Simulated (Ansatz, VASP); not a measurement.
**Cross-check of HfC (HfC (Fm-3m)) between VASP and Ansatz**

Aim: how closely do two programs agree when they are given the same cell, functional and k mesh? The two relaxations start from unlike cells of this crystal (the structure described is Ansatz's start), so only their ends are compared.

Main program and level: Ansatz 0.2.0; plane waves, with VASP 6.6.1 beside it; relaxation of cell and atoms at PBEsol.

### 1. Set-up

The structure is cubic, space group Fm-3m (No. 225). Conventional cell: a = 4.634 Å, b = 4.634 Å, c = 4.634 Å, α = 90.00°, β = 90.00°, γ = 90.00°. Nearest to Hf lie 6 C at 2.32 Å. C has 6 Hf at 2.32 Å nearest. Farther neighbours are not listed.

### 2. Ansatz: relaxation of cell and atoms, PBEsol

Ansatz runs on its PAW soft_1 files.

The relaxed volume is the usual yardstick between codes: in a stiff, nearly cubic crystal its relative difference is about their pressure difference at one cell divided by the bulk modulus.

input.yaml reads:

```yaml
crystal:
  lattice:
    - [0.0, 2.3171388, 2.3171388]
    - [2.3171388, 0.0, 2.3171388]
    - [2.3171388, 2.3171388, 0.0]
  atoms:
    - { symbol: Hf, position: [0.0, 0.0, 0.0] }
    - { symbol: C, position: [0.5, 0.5, 0.5] }
basis:
  ecutwfc: 420
  xc_grid: 2
hamiltonian:
  xc: pbesol
  pseudopotentials: { kind: paw, azcp: { folder: soft_1 }, xc_functional: pbe }
kpoints:
  mp_grid: { grid: [14, 14, 14] }
scf:
  occupations: { method: fermi_dirac, width: 0.05 }
  max_iter: 150
output:
  forces: true
  stress: true
relax:
  f_tol: 0.01
  max_steps: 60
  cell: {}
checkpoint:
  write: "../pbesol.run"
  compress: false
  write_wavefunctions: false
  write_every: 100000
```

On the command line:

```sh
> ansatz run input.yaml --threads 4 --pin off --max-ram 6594MiB --backend cpu --events-out ev --progress --plain --runs-dir out
```

Numbers of over 12 decimals in the logs are rounded to 6 here.

What it wrote:

```text
Engine: ansatz 0.2.0, aarch64-unknown-linux-gnu
Pseudopotentials: kind: paw
Pseudopotential: Hf, paw, valence charge 26, recommended cutoff 420 eV (normal), soft_1/Hf.paw.azcp
Pseudopotential: C, paw, valence charge 4, recommended cutoff 420 eV (normal), soft_1/C.paw.azcp
Functional definition: PBEsol
  exchange = pbesol_x
  correlation = pbesol_c
Crystal: 2 atoms, lattice volume = 24.882 Å³
Basis set: ecut = 420 eV, 531 PW (Γ), exchange–correlation on 48×48×48 points (8 copies of the dense FFT grid, shifted against one another)
Bands: 19, of which v1, the nominal top of the filled ones, is band 15 counted from 1 (14 counted from 0)
Symmetry: 48 space group operations
Space group: Fm-3m (ITA 225), of the structure as read, at distance tolerance 2.9e-5 Å
k-points: 104 of 2744
Non-local potential: Hf, projectors of the file, l = 0: 3, l = 1: 2, l = 2: 2, l = 3: 3
Non-local potential: C, projectors of the file, l = 0: 2, l = 1: 2, l = 2: 1
PAW form: soft (Blöchl's): semilocal exchange-correlation on the pseudo side does not see the compensation charge
PAW frozen core: Hf, regenerated for the run's functional, and the local potential with it (the file was generated under x = pbe(κ = 0.804, μ = 0.219515), c = pbe(β = 0.066725))
PAW frozen core: C, regenerated for the run's functional, and the local potential with it (the file was generated under x = pbe(κ = 0.804, μ = 0.219515), c = pbe(β = 0.066725))
PAW one-centre angular grid: Hf, 590 points (default); XC on 64 Gauss nodes
PAW one-centre angular grid: C, 110 points (default); XC on 64 Gauss nodes
Initial density: superposition of atomic densities (chi_scale 0.1, normalization cell, long waves kept (reshape's long-wave potential 0.00 eV rms))
Initial wavefunctions: pseudopotential atomic-orbital guess
Functional: x = pbesol(κ = 0.804, μ = 0.123457), c = pbesol(β = 0.046)
SCF iter   1: F=—  HF=-15848.045326 eV  |F-HF|=—  |Δ(HF+E_count)|=         —  Δρ=8.51e-2  dr2=2.46e0  ethr=3.10e-3  ⟨swp⟩=5.4  Hψ=9015  notcnv=0
preconditioner: auto → Kerker (q_TF=auto, 2.815 Å⁻¹)  [metal: Δε(μ)=0.113 eV  Ē_g=17.610 eV  σ=0.050 eV  W_gap=0.44  n_scr=14 (ndim 8)  ℏωp=39.4 eV  f_vac=0.000  D(μ)=0.21/eV (n_scr^D=0)]
SCF iter   2: F=—  HF=-15847.539178 eV  |F-HF|=—  |Δ(HF+E_count)|=   5.06e-1  Δρ=3.30e-2  dr2=2.69e-1  ethr=3.10e-3  ⟨swp⟩=2.4  Hψ=3643  notcnv=0  defer=2
SCF iter   3: F=—  HF=-15847.485846 eV  |F-HF|=—  |Δ(HF+E_count)|=   5.33e-2  Δρ=1.42e-2  dr2=3.15e-2  ethr=8.97e-4  ⟨swp⟩=2.2  Hψ=4230  notcnv=0
SCF iter   4: F=—  HF=-15847.477429 eV  |F-HF|=—  |Δ(HF+E_count)|=   8.42e-3  Δρ=8.22e-3  dr2=7.99e-3  ethr=1.05e-4  ⟨swp⟩=2.2  Hψ=4143  notcnv=0
SCF iter   5: F=—  HF=-15847.477592 eV  |F-HF|=—  |Δ(HF+E_count)|=   1.63e-4  Δρ=1.48e-3  dr2=2.87e-4  ethr=2.66e-5  ⟨swp⟩=2.1  Hψ=3700  notcnv=0
SCF iter   6: F=—  HF=-15847.477538 eV  |F-HF|=—  |Δ(HF+E_count)|=   5.41e-5  Δρ=2.22e-4  dr2=1.23e-5  ethr=9.57e-7  ⟨swp⟩=2.8  Hψ=3615  notcnv=0
SCF iter   7: F=—  HF=-15847.477548 eV  |F-HF|=—  |Δ(HF+E_count)|=   9.57e-6  Δρ=6.12e-5  dr2=7.98e-7  ethr=4.08e-8  ⟨swp⟩=2.4  Hψ=3709  notcnv=0
SCF iter   8: F=-15847.477548 eV  HF=-15847.477548 eV  |F-HF|=6.93e-9  |Δ(HF+E_count)|=   2.14e-7  Δρ=1.32e-5  dr2=2.57e-8  ethr=3.33e-10  ⟨swp⟩=6.9  Hψ=10262  notcnv=0
SCF 1 converged in 8 iterations: F = -15847.477548 eV  dr2 = 2.57e-8
  greatest PAW one-centre occupation: 0.998 electrons in one spin orbital (limit 2), on the Hf atom at site 0 (counted from 0), in its partial waves of l = 0
relax step   1: F+E_penalty+E_count = -15847.47754758 eV  Δ(F+E_penalty+E_count) = +0.000e0 eV  max|allowed force component| = 2.761e-30 eV/Å  Δτ_max = 0.0000 Å  P = -4.256 GPa  Ω = 24.882 Å³  (8 SCF iters, dr2 threshold 1.00e-7 eV, accepted)
[...]
relax step   2: F+E_penalty+E_count = -15847.48109569 eV  Δ(F+E_penalty+E_count) = -3.548e-3 eV  max|allowed force component| = 1.972e-30 eV/Å  Δτ_max = 0.0000 Å  P = +3.307 GPa  Ω = 24.132 Å³  energy of the carried Pulay correction = +8.855e-4 eV  (7 SCF iters, dr2 threshold 2.00e-7 eV, accepted)
[...]
relax step   3: F+E_penalty+E_count = -15847.48391683 eV  Δ(F+E_penalty+E_count) = -2.821e-3 eV  max|allowed force component| = 3.221e-30 eV/Å  Δτ_max = 0.0000 Å  P = -0.083 GPa  Ω = 24.455 Å³  energy of the carried Pulay correction = +5.016e-4 eV  (6 SCF iters, dr2 threshold 2.00e-7 eV, accepted)
[...]
relax step   4: F+E_penalty+E_count = -15847.48392841 eV  Δ(F+E_penalty+E_count) = -1.158e-5 eV  max|allowed force component| = 2.268e-30 eV/Å  Δτ_max = 0.0000 Å  P = -0.002 GPa  Ω = 24.447 Å³  energy of the carried Pulay correction = +5.110e-4 eV  (4 SCF iters, dr2 threshold 1.71e-8 eV, accepted)
[...]
relax step   5: F+E_penalty+E_count = -15847.48343965 eV  Δ(F+E_penalty+E_count) = +4.888e-4 eV  max|allowed force component| = 3.353e-30 eV/Å  Δτ_max = 0.0000 Å  P = -0.023 GPa  Ω = 24.447 Å³  stress off target by 2.34e-2 GPa  SCF on the basis re-selected at this cell (its energy is not comparable with the rows above)  (6 SCF iters)
basis re-selected at this cell: Δ(F+E_penalty+E_count) = +4.888e-4 eV, ΔP = -0.021 GPa vs the last step (what re-selecting the basis moved, of the pressure what is left beyond the Pulay correction that the steps carried, after the strain that the cell walked since its last selection, with what the two solves' SCF thresholds leave and, on support functions, any second-order correction that the steps lacked; it is no m [...]
SCF converged after 6 iterations
Free energy (F): -15847.483440 eV
Harris-Foulkes:  -15847.483440 eV  (|F-HF|=5.46e-12)
Internal energy: -15847.480887 eV  (E = F + TS)
E sigma→0 (E₀):  -15847.482163 eV
Entropy (-TS):   -0.002553 eV (-1.276 meV/atom)
Fermi energy:    18.976653 eV
--- Per-component energies (eV) ---
  E_band       = 80.710962
  E_kinetic    = 494.931794
  E_local      = -6153.918334  (includes V_loc(G=0)·N_el)
  E_nonlocal   = 91.320916
  E_hartree    = 3017.494117
  E_xc         = -312.450010
  E_vxc        = -314.020078  (∫ρ·V_xc dr)
  E_paw        = -7673.664227  (= ΣΔE_a)
  E_vpaw       = -72.591691  (= ΣTr[D̂ρ^β])
  E_aug_tail   = 0.000101  (compensation charges beyond the density's cutoff)
  E_ewald      = -5312.467400
  E_core_change = 1.272157  (= ΣΔE_core)
  E_smearing   = -0.002553  (= −TS)
  E_closure    = 0.000000  (closes the sum)
  Σ components = -15847.483440   (vs F -15847.483440, Δ=0.00e0)
--- Forces (eV/Å), atoms counted from 1 ---
  atom   1  Hf    -0.00000000     0.00000000     0.00000000
  atom   2  C      0.00000000    -0.00000000    -0.00000000
  max |Σ_I F_I| component: 3.16e-30 eV/Å
--- Stress (GPa, compression-positive) ---
       -0.023408      -0.000000      -0.000000
       -0.000000      -0.023408      -0.000000
       -0.000000      -0.000000      -0.023408
  P = ⅓ Tr σ = -0.0234 GPa (-0.234 kbar)
--- Relaxed structure (4 steps of the walk, 4 accepted, 1 SCFs on fresh bases) ---
  F+E_penalty+E_count = -15847.48343965 eV   max|allowed force component| = 3.353e-30 eV/Å   (the final SCF, on the basis selected at the relaxed cell)
  cell:  # Å, volume = 24.4466 Å³
    - [0, 2.303543, 2.303543]
    - [2.303543, 0, 2.303543]
    - [2.303543, 2.303543, 0]
  atoms:
    - { symbol: Hf, position: [0, 0, 0] }
    - { symbol: C, position: [0.5, 0.5, 0.5] }
```

### 3. VASP: relaxation of cell and atoms, PBEsol

Its own start cell and the same functional, mesh and smearing now go to VASP, with its own data sets.

Lines of VASP's logs that name or quote its potential files are left out, and so is its time.

INCAR reads:

```
SYSTEM = HfC
PREC = Accurate
ENCUT = 600
EDIFF = 1E-07
NELM = 120
ISMEAR = -1
SIGMA = 0.05
LREAL = .FALSE.
ALGO = Normal
GGA = PS
NBANDS = 13
LASPH = .TRUE.
LORBIT = 11
LWAVE = .FALSE.
LCHARG = .FALSE.
ISIF = 3
IBRION = 2
NSW = 80
EDIFFG = -0.005
GGA_COMPAT = .FALSE.
NELMIN = 4
```

POSCAR reads:

```
HfC
1.0
    0.0000000000      2.3020112793      2.3020112793
    2.3020112793      0.0000000000      2.3020112793
    2.3020112793      2.3020112793      0.0000000000
Hf C
1 1
Direct
    0.0000000000      0.0000000000      0.0000000000
    0.5000000000      0.5000000000      0.5000000000
```

KPOINTS reads:

```
Automatic mesh
0
Gamma
14 14 14
0 0 0
```

Potentials, in the order of the species: Hf_pv and C (PBE family, release 64).

On the command line:

```sh
> mpirun -np 1 vasp_std
```

What it wrote:

```text
[banner, memory and clock lines left out]
running    1 mpi-ranks, on    1 nodes
 distrk:  each k-point on    1 cores,    1 groups
 distr:  one band on    1 cores,    1 groups

 POSCAR found type information on POSCAR HfC
 POSCAR found :  2 types and       2 ions
|                                                                             |
|               ----> ADVICE to this user running VASP <----                  |
|                                                                             |
|     You enforced a specific xc type in the INCAR file but a different       |
|     [... a line on the potential file left out ...]
|     I HOPE YOU KNOW WHAT YOU ARE DOING!                                     |
|                                                                             |

 LDA part: xc-table for (Slater+PW92), standard interpolation
 POSCAR, INCAR and KPOINTS ok, starting setup
 FFT: planning ... GRIDC
 FFT: planning ... GRID_SOFT
 FFT: planning ... GRID
 WAVECAR not read
 entering main loop
       N       E                     dE             d eps       ncg     rms          rms(c)
DAV:   1     0.279641091986E+02    0.27964E+02   -0.81909E+03  2712   0.116E+03
DAV:   2    -0.233112631245E+02   -0.51275E+02   -0.47887E+02  3494   0.223E+02
DAV:   3    -0.250653911600E+02   -0.17541E+01   -0.17466E+01  3332   0.303E+01
DAV:   4    -0.250744289527E+02   -0.90378E-02   -0.90329E-02  3054   0.266E+00
DAV:   5    -0.250744905942E+02   -0.61642E-04   -0.61641E-04  3304   0.198E-01    0.611E+01
DAV:   6    -0.222629125868E+02    0.28116E+01   -0.12035E+01  3104   0.186E+01    0.430E+01
DAV:   7    -0.222137117355E+02    0.49201E-01   -0.55540E-01  3069   0.529E+00    0.238E+01
DAV:   8    -0.222031626421E+02    0.10549E-01   -0.55544E-02  3239   0.186E+00    0.482E+00
DAV:   9    -0.221980746467E+02    0.50880E-02   -0.24618E-02  3174   0.845E-01    0.187E+00
DAV:  10    -0.221976117714E+02    0.46288E-03   -0.18493E-03  3221   0.315E-01    0.777E-02
DAV:  11    -0.221976085993E+02    0.31721E-05   -0.84085E-05  3114   0.845E-02    0.113E-02
DAV:  12    -0.221976078795E+02    0.71986E-06   -0.33200E-06  3327   0.150E-02    0.101E-02
DAV:  13    -0.221976077229E+02    0.15655E-06   -0.24518E-07  2547   0.375E-03    0.276E-03
DAV:  14    -0.221976077121E+02    0.10813E-07   -0.43232E-08  1492   0.163E-03
   1 F= -.22197608E+02 E0= -.22196341E+02  d E =-.221976E+02
 curvature:   0.00 expect dE= 0.000E+00 dE for cont linesearch  0.000E+00
 trial: gam= 0.00000 g(F)=  0.433E-61 g(S)=  0.890E-05 ort = 0.000E+00 (trialstep = 0.100E+01)
 search vector abs. value=  0.890E-05
 bond charge predicted
       N       E                     dE             d eps       ncg     rms          rms(c)
DAV:   1    -0.221976298096E+02   -0.22087E-04   -0.70080E-04  2704   0.228E-01    0.844E-02
DAV:   2    -0.221976110541E+02    0.18755E-04   -0.23612E-05  2959   0.450E-02    0.462E-02
DAV:   3    -0.221976036197E+02    0.74344E-05   -0.20023E-05  2969   0.362E-02    0.284E-02
DAV:   4    -0.221976037308E+02   -0.11115E-06   -0.29325E-07  3184   0.499E-03    0.337E-02
DAV:   5    -0.221976032219E+02    0.50886E-06   -0.13062E-07  3068   0.251E-03    0.145E-03
DAV:   6    -0.221976032106E+02    0.11317E-07   -0.45548E-09  1377   0.562E-04
   2 F= -.22197603E+02 E0= -.22196335E+02  d E =0.450146E-05
 trial-energy change:    0.000005  1 .order    0.000004   -0.000009    0.000017
 step:   0.3151(harm=  0.3498)  dis= 0.00000  next Energy=   -22.197609 (dE=-0.138E-05)
 bond charge predicted
       N       E                     dE             d eps       ncg     rms          rms(c)
DAV:   1    -0.221976207539E+02   -0.17532E-04   -0.32912E-04  2704   0.156E-01    0.575E-02
DAV:   2    -0.221976119047E+02    0.88491E-05   -0.11119E-05  2974   0.309E-02    0.315E-02
DAV:   3    -0.221976087267E+02    0.31780E-05   -0.94146E-06  2979   0.249E-02    0.195E-02
DAV:   4    -0.221976087105E+02    0.16164E-07   -0.13477E-07  2612   0.341E-03
   3 F= -.22197609E+02 E0= -.22196341E+02  d E =-.998456E-06
 curvature:  -0.17 expect dE=-0.592E-07 dE for cont linesearch -0.592E-07
 trial: gam=-0.15713 g(F)=  0.128E-63 g(S)=  0.339E-06 ort = 0.174E-05 (trialstep = 0.863E+00)
 search vector abs. value=  0.130E-07
 reached required accuracy - stopping structural energy minimisation
```

OUTCAR, selected parts (step 3):

```text
ion  position               nearest neighbor table
   1  0.000  0.000  0.000-   2 2.30   2 2.30   2 2.30   2 2.30   2 2.30   2 2.30
   2  0.500  0.500  0.500-   1 2.30   1 2.30   1 2.30   1 2.30   1 2.30   1 2.30

  LATTYP: Found a face centered cubic cell.
 ALAT       =     4.6040225586

 Subroutine GETGRP returns: Found 48 space group operations
 (whereof 48 operations were pure point group operations)

The static configuration has the point symmetry O_h .

 Found    104 irreducible k-points:

   k-points           NKPTS =    104   k-points in BZ     NKDIM =    104   number of bands    NBANDS=     13

   dimension x,y,z NGX =    28 NGY =   28 NGZ =   28
   dimension x,y,z NGXF=    56 NGYF=   56 NGZF=   56

   ENCUT  =  600.0 eV  44.10 Ry    6.64 a.u.   6.50  6.50  6.50*2*pi/ulx,y,z

   NELECT =      14.0000    total number of electrons

 k-points in reciprocal lattice and weights: Automatic mesh
   0.00000000  0.00000000  0.00000000       0.000
   0.07142857  0.00000000  0.00000000       0.003
   0.14285714  0.00000000  0.00000000       0.003
   0.21428571  0.00000000  0.00000000       0.003
   0.28571429  0.00000000  0.00000000       0.003
   0.35714286  0.00000000  0.00000000       0.003
   0.42857143  0.00000000  0.00000000       0.003
   0.50000000  0.00000000  0.00000000       0.001
   0.07142857  0.07142857  0.00000000       0.002
[...]
-0.28571429  0.42857143  0.21428571       0.009
  -0.28571429  0.50000000  0.21428571       0.004

 average (electrostatic) potential at core
       1 -34.8838       2 -47.6316

 E-fermi :   6.0016

 k-point     1 :       0.0000    0.0000    0.0000
  band No.  band energies     occupation
      1     -23.3221      2.00000
      2     -23.3221      2.00000
      3     -23.3221      2.00000
      4      -6.4050      2.00000
      5       7.0767      0.00000
      6       7.0767      0.00000
      7       7.0767      0.00000
      8       7.3867      0.00000
      9       7.3867      0.00000
    ...

 k-point     2 :       0.0714    0.0000    0.0000
  band No.  band energies     occupation
      1     -23.3630      2.00000
      2     -23.3260      2.00000
      3     -23.3260      2.00000
      4      -6.2690      2.00000
      5       6.1377      0.12340
      6       6.4179      0.00048
      7       6.4179      0.00048
      8       7.6665      0.00000
      9       7.6665      0.00000
    ...

 k-point     3 :       0.1429    0.0000    0.0000
  band No.  band energies     occupation
    ...
      3     -23.3367      2.00000
      4      -5.8764      2.00000
      5       4.8805      2.00000
      6       5.4666      1.99995
      7       5.4666      1.99995
      8       8.0971      0.00000
      9       8.0971      0.00000
     10       8.4695      0.00000
     11      11.4815      0.00000
     12      11.4815      0.00000
    ...

  Total        0.0021651      0.0021651      0.0021651     -0.0000000      0.0000000      0.0000000
  in kB        0.1421464      0.1421464      0.1421464     -0.0000000      0.0000000      0.0000000
  external PRESSURE =       0.1421464 kB  Pullay stress =       0.0000000 kB

  energy-cutoff  :      600.00
  volume of cell :       24.40
      direct lattice vectors                 reciprocal lattice vectors
     0.000000000  2.302205317  2.302205317    -0.217183062  0.217183062  0.217183062
     2.302205317  0.000000000  2.302205317     0.217183062 -0.217183062  0.217183062
     2.302205317  2.302205317  0.000000000     0.217183062  0.217183062 -0.217183062

 POSITION                                       TOTAL-FORCE (eV/Angst)
 -----------------------------------------------------------------------------------
      0.00000      0.00000      0.00000         0.000000      0.000000      0.000000
      2.30221      2.30221      2.30221         0.000000      0.000000     -0.000000
 -----------------------------------------------------------------------------------
    total drift:                                0.000000      0.000000      0.000000

  FREE ENERGIE OF THE ION-ELECTRON SYSTEM (eV)
  ---------------------------------------------------
  free  energy   TOTEN  =       -22.1976087105 eV

  energy  without entropy=      -22.1950737625  energy(sigma->0) =      -22.19634124

 reached required accuracy - stopping structural energy minimisation

 total charge
# of ion       s       p       d       tot
------------------------------------------
    1        0.319   6.660   1.728   8.708
    2        0.870   1.516   0.000   2.386
--------------------------------------------------
tot          1.189   8.177   1.728  11.095

[... 3 further parts left out ...]
```

Harder data sets than Hf_pv exist (the GW ones), and pressures, volumes and forces can shift noticeably with them. The run keeps the 48 symmetry operations of its start, so it cannot find a distortion of lower symmetry.

### 4. Side by side

Known differences besides the potentials themselves: the data sets hold 30 valence electrons in Ansatz (on its PAW soft_1 files) and 14 in VASP; the cutoff is 420 eV in Ansatz and 600 eV in VASP; Ansatz makes its cores anew for this functional, VASP keeps those of its PBE data sets; Ansatz adds a Pulay correction to the stress that steers its cell, VASP none. Total energies have different zeros and are not compared.

The two programs side by side:

| quantity | Ansatz | VASP | difference |
| --- | --- | --- | --- |
| volume (Å³) | 24.45 | 24.40 | +0.17 % |
| edge a after relaxation, in the typed setting (Å) | 3.258 | 3.256 | +0.06 % |

### 5. Results

* difference in volume (relaxation of cell and atoms, PBEsol): 0.17 %

**Reading.** The difference in volume is 0.17 % (relaxation of cell and atoms, PBEsol), within the 1.2 % picked in this series as the mark of a large difference, as far as the stopping tolerances let one tell. The data sets hold unlike numbers of valence electrons (30 in Ansatz and 14 in VASP), so part of the differences comes from the potentials. How closely two codes agree says nothing of how well the functional describes the real material.

[Lines on the potential files, build, host, timing and source positions are cut from VASP's logs without a mark.]

[Logs are printed without paths, hosts, clocks, repeated set-up lines and the standing remarks that a program may print on its own settings, such as how far it seeks lower states.]

[Hosts, paths, dates, database ids (printed as entryN), source tags and the programs' standing remarks are cut or masked in the printed files.]
